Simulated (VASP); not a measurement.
Here is the system:

```xyz
7
Lattice="3.0440 1.7575 5.5600 -3.0440 1.7575 5.5600 0.0000 -3.5149 5.5600" Properties=species:S:1:pos:R:3 pbc="T T T"
W      0.0000     0.0000     0.0000
Cl     0.8980    -1.9596     6.8944
Cl     1.2480     1.7575     6.8944
Cl    -2.1460     0.2021     6.8944
Cl    -0.8980     1.9596     9.7856
Cl    -1.2480    -1.7575     9.7856
Cl     2.1460    -0.2021     9.7856
```

Method: PBEsol GGA, VASP's PBE PAW potentials (set 64) (plane waves; VASP). Settings: 300 eV cut-off, 4×4×4 Γ-centred mesh, Gaussian smearing of 0.050 eV, potentials W_sv Cl.

Unless said otherwise, spin-orbit coupling is left out, though it shifts the bands of the heavy elements here.

**Question.** Give the energies of bands 18 to 31 at the high-symmetry points, in eV from the valence-band maximum.

**Answer.** 
```json
[
 {"band": "18", "Γ": "-2.76", "T": "-2.54", "H2": "-2.42", "L": "-2.58", "S0": "-2.40", "F": "-2.61"},
 {"band": "19", "Γ": "-2.66", "T": "-2.48", "H2": "-2.37", "L": "-2.21", "S0": "-2.35", "F": "-2.30"},
 {"band": "20", "Γ": "-1.40", "T": "-1.73", "H2": "-1.56", "L": "-1.58", "S0": "-1.48", "F": "-1.69"},
 {"band": "21", "Γ": "-0.82", "T": "-1.49", "H2": "-1.24", "L": "-1.29", "S0": "-1.35", "F": "-1.43"},
 {"band": "22", "Γ": "-0.71", "T": "-1.19", "H2": "-1.07", "L": "-0.81", "S0": "-1.19", "F": "-1.30"},
 {"band": "23", "Γ": "-0.71", "T": "-1.19", "H2": "-0.95", "L": "-0.70", "S0": "-0.92", "F": "-0.84"},
 {"band": "24", "Γ": "-0.29", "T": "-0.59", "H2": "-0.81", "L": "-0.56", "S0": "-0.71", "F": "-0.55"},
 {"band": "25", "Γ": "-0.29", "T": "-0.27", "H2": "-0.79", "L": "-0.41", "S0": "-0.56", "F": "-0.46"},
 {"band": "26", "Γ": "-0.18", "T": "-0.27", "H2": "-0.23", "L": "-0.35", "S0": "-0.34", "F": "-0.46"},
 {"band": "27", "Γ": "-0.17", "T": "-0.16", "H2": "-0.20", "L": "-0.23", "S0": "-0.17", "F": "-0.22"},
 {"band": "28", "Γ": "-0.17", "T": "-0.16", "H2": "-0.04", "L": "-0.12", "S0": "-0.01", "F": "0.00"},
 {"band": "29", "Γ": "1.79", "T": "2.14", "H2": "2.07", "L": "1.80", "S0": "1.98", "F": "1.86"},
 {"band": "30", "Γ": "2.11", "T": "2.29", "H2": "2.17", "L": "2.02", "S0": "2.16", "F": "2.15"},
 {"band": "31", "Γ": "2.11", "T": "2.29", "H2": "2.39", "L": "2.49", "S0": "2.40", "F": "2.53"}
]
```

The gap is indirect, 1.79 eV, from the valence maximum at F to the conduction minimum at Γ.

The structure comes from a measured WCl6 entry of the Crystallography Open Database, whose conditions weren't checked. The cell was not relaxed at this level.
